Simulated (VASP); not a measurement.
VASP, PAW. Cohesive energy of MgB2 (AlB2 type) (static; atoms at Hund's-rule spin).

```
level  cohesive energy (eV/atom)
-----  -------------------------
PBE                         4.80
```

**Question.** Estimate the cohesive energy from SCAN, r2SCAN, LDA.

**Answer.** 
```
Quantity         Value
--------  ------------
SCAN      4.88 eV/atom
r2SCAN    4.88 eV/atom
LDA       5.57 eV/atom
```

Only levels that ran to the end are used. Left out are those held back, those with too coarse a band path, GW runs whose mesh misses a band edge, hybrids' fits of cells that aren't cubic and levels without matching references; a question may draw on a part of the rest.
